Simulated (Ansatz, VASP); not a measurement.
# SnS2: VASP beside Ansatz

Aim: how closely do two programs agree when they are given the same cell, functional and k mesh? The structure shown is the end of the Ansatz relaxation below.

Calculated with Ansatz 0.2.0; plane waves, with VASP 6.6.1 beside it; single point at PBE with D3(BJ).

## (1) The structure

The cell holds 3 atoms: 1 Sn and 2 S. Cell: a = 3.664 Å, b = 3.664 Å, c = 17.898 Å, α = 90.0°, β = 90.0°, γ = 120.0°. Vacuum lies along c.

## (2) Ansatz: relaxation, PBE with D3(BJ)

Ansatz runs on its PAW soft_1 files.

This run makes the geometry at which the two programs are then compared.

Contents of input.yaml:

```yaml
crystal:
  lattice:
    - [3.6215, 0.0, 0.0]
    - [-1.81075, 3.136311, 0.0]
    - [0.0, 0.0, 17.89845]
  atoms:
    - { symbol: Sn, position: [0.0, 0.0, 0.5] }
    - { symbol: S, position: [0.66666667, 0.33333333, 0.4190307] }
    - { symbol: S, position: [0.33333333, 0.66666667, 0.5809693] }
kpoints:
  mp_grid: { grid: [11, 11, 2] }
scf:
  occupations: { method: fermi_dirac, width: 0.02 }
hamiltonian:
  xc: pbe
  pseudopotentials: { kind: paw, azcp: { folder: soft_1 } }
  dispersion: d3bj
basis:
  ecutwfc: 600
output:
  forces: true
  stress: true
  write_density: true
  write_potential: true
  elf: true
  volumetric_format: npy
relax:
  f_tol: 0.005
  max_steps: 70
  cell: { stress_tol: 0.02, p_target: 0, fix: [c, alpha, beta, gamma] }
```

Command:

```console
ansatz run input.yaml --threads 4 --pin off --max-ram 10240MiB --backend cpu --events-out ev --progress --plain --runs-dir out
```

Numbers of over 12 decimals in the logs are rounded to 6 here.

What it wrote:

```text
Warning: crystal.symmetry: narrowed to the stabiliser of the fixed cell quantities (relax.cell.fix) — unitary ops 12 → 4. The narrowing is safe, since a smaller group never makes results wrong: the run goes on under it, on as many k-points as the starting group would need, or more. Excluded: 8 operations that would move a fixed cell quantity at a test strain (relax.cell.fix fixes c, alpha, beta, gamma). The cell can leave their symmetry as it relaxes.
Engine: ansatz 0.2.0, aarch64-unknown-linux-gnu
Pseudopotentials: kind: paw
Pseudopotential: Sn, paw, valence charge 14, recommended cutoff 420 eV (normal), soft_1/Sn.paw.azcp
Pseudopotential: S, paw, valence charge 6, recommended cutoff 420 eV (normal), soft_1/S.paw.azcp
Functional definition: PBE
  parameter kappa = 0.804
  parameter beta = 0.066725
  exchange = pbe_x(kappa = kappa, mu = beta*pi^2/3)
  correlation = pbe_c(beta = beta)
Crystal: 3 atoms, lattice volume = 203.293 Å³
Basis set: ecut = 600 eV, 6809 PW (Γ), exchange–correlation on 60×60×288 points (8 copies of the dense FFT grid, shifted against one another)
Bands: 17, of which v1, the nominal top of the filled ones, is band 13 counted from 1 (12 counted from 0)
Symmetry: 4 space group operations
k-points: 72 of 242
Non-local potential: Sn, projectors of the file, l = 0: 2, l = 1: 2, l = 2: 2, l = 3: 1
Non-local potential: S, projectors of the file, l = 0: 2, l = 1: 2, l = 2: 1
PAW form: soft (Blöchl's): semilocal exchange-correlation on the pseudo side does not see the compensation charge
PAW one-centre angular grid: Sn, 590 points (default); XC on 64 Gauss nodes
PAW one-centre angular grid: S, 110 points (default); XC on 64 Gauss nodes
Initial density: superposition of atomic densities (neutral atoms: chi_scale 0, normalization atom)
Initial wavefunctions: pseudopotential atomic-orbital guess
Functional: x = pbe(κ = 0.804, μ = 0.219515), c = pbe(β = 0.066725)
SCF iter   1: F=—  HF=-7830.742839 eV  |F-HF|=—  |Δ(HF+E_count)|=         —  Δρ=2.43e-2  dr2=1.83e0  ethr=3.10e-3  ⟨swp⟩=11.1  Hψ=9763  notcnv=0
preconditioner: auto → none  [insulator: Δε(μ)=2.254 eV  Ē_g=15.847 eV  σ=0.020 eV  W_gap=1.00  n_scr=10 (ndim 8)  ℏωp=13.3 eV  f_vac=0.634  D(μ)=0.00/eV (n_scr^D=0)  ε∞_Penn≈1.7]
SCF iter   2: F=—  HF=-7830.284673 eV  |F-HF|=—  |Δ(HF+E_count)|=   4.58e-1  Δρ=1.09e-2  dr2=3.50e-1  ethr=3.10e-3  ⟨swp⟩=4.0  Hψ=3740  notcnv=0
SCF iter   3: F=—  HF=-7830.217901 eV  |F-HF|=—  |Δ(HF+E_count)|=   6.68e-2  Δρ=5.42e-3  dr2=6.55e-2  ethr=1.35e-3  ⟨swp⟩=3.2  Hψ=2421  notcnv=0
SCF iter   4: F=—  HF=-7830.209421 eV  |F-HF|=—  |Δ(HF+E_count)|=   8.48e-3  Δρ=2.45e-3  dr2=7.84e-3  ethr=2.52e-4  ⟨swp⟩=3.0  Hψ=2125  notcnv=0
SCF iter   5: F=—  HF=-7830.209509 eV  |F-HF|=—  |Δ(HF+E_count)|=   8.78e-5  Δρ=5.08e-4  dr2=3.52e-4  ethr=3.02e-5  ⟨swp⟩=2.2  Hψ=1979  notcnv=0
SCF iter   6: F=—  HF=-7830.209572 eV  |F-HF|=—  |Δ(HF+E_count)|=   6.30e-5  Δρ=7.06e-5  dr2=6.28e-6  ethr=1.35e-6  ⟨swp⟩=2.8  Hψ=2070  notcnv=0
SCF iter   7: F=—  HF=-7830.209648 eV  |F-HF|=—  |Δ(HF+E_count)|=   7.55e-5  Δρ=1.43e-5  dr2=4.94e-7  ethr=2.41e-8  ⟨swp⟩=2.0  Hψ=2147  notcnv=0
SCF iter   8: F=-7830.209647 eV  HF=-7830.209647 eV  |F-HF|=2.40e-10  |Δ(HF+E_count)|=   2.25e-7  Δρ=1.48e-6  dr2=3.21e-9  ethr=3.85e-10  ⟨swp⟩=11.8  Hψ=10268  notcnv=0
SCF 1 converged in 8 iterations: F = -7830.209647 eV  dr2 = 3.21e-9
  greatest PAW one-centre occupation: 0.993 electrons in one spin orbital (limit 2), on the Sn atom at site 0 (counted from 0), in its partial waves of l = 2
relax step   1: F+E_penalty+E_count = -7830.20964739 eV  Δ(F+E_penalty+E_count) = +0.000e0 eV  max|allowed force component| = 5.790e-1 eV/Å  Δτ_max = 0.0000 Å  P = +1.261 GPa  Ω = 203.293 Å³  fix = [c, alpha, beta, gamma]  reactions: c +1.317 GPa; alpha +0.000, beta -0.000, gamma +0.000 GPa/rad  (8 SCF iters, dr2 threshold 1.00e-7 eV, accepted)
[...]
relax step   3: F+E_penalty+E_count = -7830.24682675 eV  Δ(F+E_penalty+E_count) = -2.536e-2 eV  max|allowed force component| = 2.372e-2 eV/Å  Δτ_max = 0.0533 Å  P = +0.115 GPa  Ω = 207.103 Å³  energy of the carried Pulay correction = -1.988e-5 eV  fix = [c, alpha, beta, gamma]  reactions: c +0.049 GPa; alpha +0.000, beta -0.000, gamma -0.000 GPa/rad  (6 SCF iters, dr2 threshold 3.00e-7 eV, accepted)
[...]
relax step   4: F+E_penalty+E_count = -7830.24725695 eV  Δ(F+E_penalty+E_count) = -4.302e-4 eV  max|allowed force component| = 1.985e-4 eV/Å  Δτ_max = 0.0003 Å  P = +0.013 GPa  Ω = 207.937 Å³  energy of the carried Pulay correction = -2.419e-5 eV  fix = [c, alpha, beta, gamma]  reactions: c -0.005 GPa; alpha +0.000, beta -0.000, gamma +0.000 GPa/rad  (5 SCF iters, dr2 threshold 5.51e-8 eV, accepted)
[...]
relax step   5: F+E_penalty+E_count = -7830.24726855 eV  Δ(F+E_penalty+E_count) = -1.160e-5 eV  max|allowed force component| = 1.344e-4 eV/Å  Δτ_max = 0.0005 Å  P = -0.001 GPa  Ω = 208.108 Å³  energy of the carried Pulay correction = -2.507e-5 eV  fix = [c, alpha, beta, gamma]  reactions: c -0.005 GPa; alpha +0.000, beta -0.000, gamma +0.000 GPa/rad  (5 SCF iters, dr2 threshold 1.20e-9 eV, accepted)
[...]
relax step   6: F+E_penalty+E_count = -7830.24729182 eV  Δ(F+E_penalty+E_count) = -2.327e-5 eV  max|allowed force component| = 1.536e-4 eV/Å  Δτ_max = 0.0000 Å  P = -0.001 GPa  Ω = 208.108 Å³  fix = [c, alpha, beta, gamma]  reactions: c -0.005 GPa; alpha -0.000, beta +0.000, gamma -0.000 GPa/rad  stress off target by 1.09e-3 GPa on what of the cell is left free  SCF on the basis re-selected at this cell (its energy is not comparable with the rows above)  (7 SCF iters)
basis re-selected at this cell: Δ(F+E_penalty+E_count) = -2.327e-5 eV, ΔP = -0.000 GPa vs the last step (what re-selecting the basis moved, of the pressure what is left beyond the Pulay correction that the steps carried, after the strain that the cell walked since its last selection, with what the two solves' SCF thresholds leave and, on support functions, any second-order correction that the steps lacked; it is no m [...]
SCF converged after 7 iterations
Free energy (F): -7830.247292 eV
Harris-Foulkes:  -7830.247292 eV  (|F-HF|=7.64e-11)
Internal energy: -7830.247292 eV  (E = F + TS)
E sigma→0 (E₀):  -7830.247292 eV
Fermi energy:    -1.667953 eV
--- Per-component energies (eV) ---
  E_band       = -347.253008
  E_kinetic    = 378.638295
  E_local      = -10830.328987  (includes V_loc(G=0)·N_el)
  E_nonlocal   = 214.303923
  E_hartree    = 5240.210341
  E_xc         = -302.114089
  E_vxc        = -243.775529  (∫ρ·V_xc dr)
  E_paw        = -5589.118464  (= ΣΔE_a)
  E_vpaw       = -346.511571  (= ΣTr[D̂ρ^β])
  E_aug_tail   = 0.000041  (compensation charges beyond the density's cutoff)
  E_ewald      = 3058.859061
  E_disp       = -0.697413  (pairwise vdW)
  E_smearing   = -0.000000  (= −TS)
  E_closure    = 0.000000  (closes the sum)
  Σ components = -7830.247292   (vs F -7830.247292, Δ=0.00e0)
--- Forces (eV/Å), atoms counted from 1 ---
  atom   1  Sn     0.00000000     0.00000000     0.00000000
  atom   2  S      0.00000002    -0.00000001     0.00015365
  atom   3  S     -0.00000002     0.00000001    -0.00015365
  max |Σ_I F_I| component: 0.00e0 eV/Å
--- Stress (GPa, compression-positive) ---
        0.001086       0.000000      -0.000000
        0.000000       0.001086       0.000000
       -0.000000       0.000000      -0.005471
  P = ⅓ Tr σ = -0.0011 GPa (-0.011 kbar)
--- Band table (eV; the first three rows and the last of 72) ---
  k-point 0: bands = [... 9 lower, -2.9401, -2.9401, -2.5632, -2.5632, -0.0417, 1.3882, 2.9914, 2.9914]
  k-point 1: bands = [... 9 lower, -2.9401, -2.9401, -2.5632, -2.5632, -0.0417, 1.3882, 2.9914, 2.9914]
  k-point 2: bands = [... 9 lower, -3.2907, -3.2007, -2.9128, -2.4890, 0.2950, 1.8449, 2.8316, 3.1924]
  k-point 71: bands = [... 9 lower, -4.6554, -4.5106, -2.9840, -2.7269, -0.8630, 2.3236, 3.7305, 4.0284]
--- Relaxed structure (5 steps of the walk, 5 accepted, 1 SCFs on fresh bases) ---
  F+E_penalty+E_count = -7830.24729182 eV   max|allowed force component| = 1.536e-4 eV/Å   (the final SCF, on the basis selected at the relaxed cell)
  cell:  # Å, volume = 208.1079 Å³
    - [3.664133, -1.7624787051252253e-18, 0]
    - [-1.832067, 3.173233, 0]
    - [0, 0, 17.89845]
  atoms:
    - { symbol: Sn, position: [0, 0, 0.5] }
    - { symbol: S, position: [0.666667, 0.333333, 0.417075] }
    - { symbol: S, position: [0.333333, 0.666667, 0.582925] }
```

In the SCF lines HF is the Harris–Foulkes energy and dr2 the Hartree energy of the density residual, in eV; the loop may stop once dr2 is under the threshold and the program's other checks hold. Hψ counts applications of the Hamiltonian.

## (3) VASP: single point, PBE with D3(BJ), pair 1

The same cell, functional, mesh and smearing now go to VASP, with its own data sets.

Lines of VASP's logs that name or quote its potential files are left out, and so is its time.

Contents of INCAR:

```
SYSTEM = SnS2
PREC = Accurate
ENCUT = 500
EDIFF = 1E-06
NELM = 120
ISMEAR = -1
SIGMA = 0.02
LREAL = .FALSE.
ALGO = Normal
GGA = PE
IVDW = 12
NBANDS = 19
LORBIT = 11
LWAVE = .FALSE.
LCHARG = .FALSE.
ISIF = 2
LASPH = .TRUE.
GGA_COMPAT = .FALSE.
EFERMI = MIDGAP
KPAR = 2
```

Contents of POSCAR:

```
SnS2
1.0
    3.6641333043      0.0000000000      0.0000000000
   -1.8320666521      3.1732325244      0.0000000000
    0.0000000000      0.0000000000     17.8984500000
Sn S
1 2
Direct
    0.0000000000      0.0000000000      0.5000000000
    0.6666666667      0.3333333333      0.4170745755
    0.3333333333      0.6666666667      0.5829254245
```

Contents of KPOINTS:

```
Automatic mesh
0
Gamma
11 11 2
0 0 0
```

The projector-augmented-wave data sets are Sn_d and S (PBE family, release 64).

Command:

```console
mpirun -np 2 vasp_std
```

What it wrote:

```text
[banner, memory and clock lines left out]
running    2 mpi-ranks, on    1 nodes
 distrk:  each k-point on    1 cores,    2 groups
 distr:  one band on    1 cores,    1 groups

 POSCAR found type information on POSCAR SnS
 POSCAR found :  2 types and       3 ions
 LDA part: xc-table for (Slater+PW92), standard interpolation
 POSCAR, INCAR and KPOINTS ok, starting setup
 FFT: planning ... GRIDC
 FFT: planning ... GRID_SOFT
 FFT: planning ... GRID
 WAVECAR not read
 entering main loop
       N       E                     dE             d eps       ncg     rms          rms(c)
DAV:   1     0.202757861558E+03    0.20276E+03   -0.11267E+04  1256   0.115E+03
DAV:   2     0.106071560744E+02   -0.19215E+03   -0.18707E+03  1600   0.261E+02
DAV:   3    -0.129425388006E+02   -0.23550E+02   -0.23335E+02  1515   0.108E+02
DAV:   4    -0.137072398703E+02   -0.76470E+00   -0.76374E+00  1700   0.226E+01
DAV:   5    -0.137263704730E+02   -0.19131E-01   -0.19129E-01  1808   0.338E+00    0.841E+00
DAV:   6    -0.132331020462E+02    0.49327E+00   -0.10992E+00  1869   0.112E+01    0.613E+00
DAV:   7    -0.132182732887E+02    0.14829E-01   -0.45482E-01  1577   0.444E+00    0.966E-01
DAV:   8    -0.132066141572E+02    0.11659E-01   -0.70920E-02  1729   0.265E+00    0.680E-01
DAV:   9    -0.132070851010E+02   -0.47094E-03   -0.46834E-03  1373   0.464E-01    0.145E-01
DAV:  10    -0.132070996490E+02   -0.14548E-04   -0.55886E-04  1769   0.234E-01    0.981E-02
DAV:  11    -0.132071600055E+02   -0.60356E-04   -0.11744E-04  1454   0.701E-02    0.278E-02
DAV:  12    -0.132071801256E+02   -0.20120E-04   -0.94282E-06  1782   0.232E-02    0.216E-02
DAV:  13    -0.132072226044E+02   -0.42479E-04   -0.11528E-05  1223   0.225E-02    0.961E-03
DAV:  14    -0.132072396817E+02   -0.17077E-04   -0.14294E-06  1356   0.722E-03    0.468E-03
DAV:  15    -0.132072857767E+02   -0.46095E-04   -0.90686E-06  1225   0.147E-02    0.102E-02
DAV:  16    -0.132072866973E+02   -0.92063E-06   -0.51631E-07  1410   0.661E-03
   1 F= -.13904628E+02 E0= -.13904628E+02  d E =-.195650E-18
```

Parts of OUTCAR (step 3):

```text
ion  position               nearest neighbor table
   1  0.000  0.000  0.500-   2 2.58   3 2.58   3 2.58   2 2.58   2 2.58   3 2.58
   2  0.667  0.333  0.417-   1 2.58   1 2.58   1 2.58
   3  0.333  0.667  0.583-   1 2.58   1 2.58   1 2.58

  LATTYP: Found a hexagonal cell.
 ALAT       =     3.6641333043
 C/A-ratio  =     4.8847704255

 Subroutine GETGRP returns: Found 12 space group operations
 (whereof 12 operations were pure point group operations)

The static configuration has the point symmetry D_3d.

 Found     32 irreducible k-points:

   k-points           NKPTS =     32   k-points in BZ     NKDIM =     32   number of bands    NBANDS=     19

   dimension x,y,z NGX =    28 NGY =   28 NGZ =  140
   dimension x,y,z NGXF=    56 NGYF=   56 NGZF=  280

   ENCUT  =  500.0 eV  36.75 Ry    6.06 a.u.   6.68  6.68 32.63*2*pi/ulx,y,z

   NELECT =      26.0000    total number of electrons

 k-points in reciprocal lattice and weights: Automatic mesh
   0.00000000  0.00000000  0.00000000       0.004
   0.09090909  0.00000000  0.00000000       0.025
   0.18181818  0.00000000  0.00000000       0.025
   0.27272727  0.00000000  0.00000000       0.025
   0.36363636  0.00000000  0.00000000       0.025
   0.45454545  0.00000000  0.00000000       0.025
   0.09090909  0.09090909  0.00000000       0.025
   0.18181818  0.09090909  0.00000000       0.050
   0.27272727  0.09090909  0.00000000       0.050
[...]
0.27272727  0.27272727  0.50000000       0.025
   0.36363636  0.27272727  0.50000000       0.025

 average (electrostatic) potential at core
       1-109.4214       2 -93.3488       3 -93.3488

 E-fermi :  -2.2700

 k-point     1 :       0.0000    0.0000    0.0000
  band No.  band energies     occupation
    ...
      9      -3.9457      2.00000
     10      -3.5352      2.00000
     11      -3.5352      2.00000
     12      -3.1584      2.00000
     13      -3.1584      2.00000
     14      -0.6204      0.00000
     15       0.7990      0.00000
     16       2.4066      0.00000
     17       2.4066      0.00000
     18       3.1916      0.00000
    ...

 k-point     2 :       0.0909    0.0000    0.0000
  band No.  band energies     occupation
    ...
      9      -4.2049      2.00000
     10      -3.8967      2.00000
     11      -3.7955      2.00000
     12      -3.5080      2.00000
     13      -3.0846      2.00000
     14      -0.2876      0.00000
     15       1.2563      0.00000
     16       2.2440      0.00000
     17       2.6079      0.00000
     18       3.3860      0.00000
    ...

 k-point     3 :       0.1818    0.0000    0.0000
  band No.  band energies     occupation
    ...
      9      -5.3358      2.00000
     10      -4.2669      2.00000
     11      -4.2606      2.00000
     12      -3.7918      2.00000
     13      -3.0812      2.00000
     14      -0.1433      0.00000
     15       1.6854      0.00000
     16       2.7272      0.00000
     17       3.0600      0.00000
     18       3.6239      0.00000
    ...

 Edisp (eV)   -0.69734

  Total      -0.05362    -0.05362    -0.05019    -0.00000     0.00000    -0.00000
  in kB      -0.41281    -0.41281    -0.38638    -0.00000     0.00000    -0.00000
  external pressure =       -0.40 kB  Pullay stress =        0.00 kB

  energy-cutoff  :      500.00
  volume of cell :      208.11
      direct lattice vectors                 reciprocal lattice vectors
     3.664133304  0.000000000  0.000000000     0.272915835  0.157568031  0.000000000
    -1.832066652  3.173232524  0.000000000     0.000000000  0.315136062  0.000000000
     0.000000000  0.000000000 17.898450000     0.000000000  0.000000000  0.055870760

 POSITION                                       TOTAL-FORCE (eV/Angst)
 -----------------------------------------------------------------------------------
      0.00000      0.00000      8.94923        -0.000000      0.000000      0.000000
      1.83207      1.05774      7.46499         0.000000     -0.000000      0.006299
     -0.00000      2.11549     10.43346        -0.000000      0.000000     -0.006299
 -----------------------------------------------------------------------------------
    total drift:                               -0.000000     -0.000000      0.000000

  FREE ENERGIE OF THE ION-ELECTRON SYSTEM (eV)
  ---------------------------------------------------
  free  energy   TOTEN  =       -13.9046276729 eV

  energy  without entropy=      -13.9046276729  energy(sigma->0) =      -13.90462767

 total charge
# of ion       s       p       d       tot
------------------------------------------
    1        1.018   1.027  10.139  12.184
    2        1.364   2.334   0.000   3.698
    3        1.364   2.334   0.000   3.698
--------------------------------------------------
tot          3.746   5.696  10.139  19.581

[... 3 further parts left out ...]
```

The run ends at a pressure of -0.04 GPa, with forces up to 0.0063 eV/Å.

## (4) Differences

Known differences besides the potentials themselves: the cutoff is 600 eV in Ansatz and 500 eV in VASP; Ansatz's pressure holds a Pulay correction, VASP's none. Total energies have different zeros and are not compared.

Compared:

| quantity | Ansatz | VASP | difference |
| --- | --- | --- | --- |
| pressure (GPa) | 0.00 | -0.04 | +0.04 |
| gap on the k mesh (eV) | 1.622 | 1.622 | 0.000 |

At this near-relaxed geometry the largest component of a force difference is 6 meV/Å. A gap on the mesh is an upper bound, since the band edges may lie between its points. With vacuum in the cell, a pressure given here is an average over mostly empty space and none of the material.

[end of part 1 of 2]

[Lines on the potential files, build, host, timing and source positions are cut from VASP's logs without a mark.]

[Logs are printed without paths, hosts, clocks, repeated set-up lines and the standing remarks that a program may print on its own settings, such as how far it seeks lower states.]

[Hosts, paths, dates, database ids (printed as entryN), source tags and the programs' standing remarks are cut or masked in the printed files.]
